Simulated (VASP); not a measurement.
Input for VASP

**KPOINTS**
```
kpoints
0
gamma
 7 7 4
```

### INCAR
```
! general
SYSTEM =PtS2
PREC   =Accurate
ENCUT  =500   ! plane-wave cut-off (eV)
LREAL  =.FALSE.   ! projection in real space or not
LASPH  =.TRUE.

! electronic loop
EDIFF  =1E-6   ! SCF stop (eV)
NELM   =100
ALGO   =Normal   ! blocked Davidson
LMAXMIX=6   ! l cut-off of mixed one-centre charges

! smearing
ISMEAR =0   ! Gaussian
SIGMA  =0.05   ! width (eV)

! functional
GGA    =PE   ! PBE

! ions
IBRION =2
NSW    =40
ISIF   =3   ! ions, shape and volume
EDIFFG =-0.02   ! ionic stop
PSTRESS=50

! output
LWAVE  =.FALSE.
LCHARG =.FALSE.
```

POSCAR:
```
PtS2
1.0
  1.7866998760  -3.0946550357   0.0000000000
  1.7866998760   3.0946550357   0.0000000000
  0.0000000000   0.0000000000   6.1396524263
Pt S
1 2
direct
  0.0000000000   0.0000000000   0.0000000000
  0.3333330000   0.6666670000   0.1995896725
  0.6666670000   0.3333330000   0.8004103275
```

POTCAR, in this order: Pt S (PBE.64 set). Program: vasp_std.

Write an equivalent input for Quantum ESPRESSO's pw.x.

One equivalent input (not run):
```
&CONTROL
  calculation = 'vc-relax'
  pseudo_dir = './pseudo'
  outdir = './out'
  tprnfor = .true.
  tstress = .true.
  nstep = 40
  forc_conv_thr = 0.00078
/
&SYSTEM
  ibrav = 0
  nat = 3
  ntyp = 2
  ecutwfc = 84
  occupations = 'smearing'
  smearing = 'gaussian'
  degauss = 0.003675
  input_dft = 'pbe'
/
&ELECTRONS
  conv_thr = 7.3e-08
  electron_maxstep = 100
/
&IONS
/
&CELL
  press = 50
/
ATOMIC_SPECIES
  Pt 195.084 Pt.upf
  S 32.060 S.upf
CELL_PARAMETERS angstrom
     1.7866999   -3.0946550    0.0000000
     1.7866999    3.0946550    0.0000000
     0.0000000    0.0000000    6.1396524
ATOMIC_POSITIONS crystal
  Pt   0.0000000  0.0000000  0.0000000
  S    0.3333330  0.6666670  0.1995897
  S    0.6666670  0.3333330  0.8004103
K_POINTS automatic
  7 7 4 0 0 0
```
What does not carry over: the potentials are each code's own (VASP's PAW set, PseudoDojo norm-conserving files in pw.x), so ENCUT and ecutwfc are chosen apart and not converted; conv_thr bounds pw.x's estimated SCF error, while EDIFF bounds the energy change between steps; forc_conv_thr acts on force components and is met together with etot_conv_thr.

The compound is PtS2 in the 1T layered structure. This run relaxes it under an external pressure of 5 GPa. Symmetry was kept, so distortions that lower it aren't found. The k-mesh is coarse (spacing up to 0.34 per Å, 2π included), so the numbers may not be converged in it.
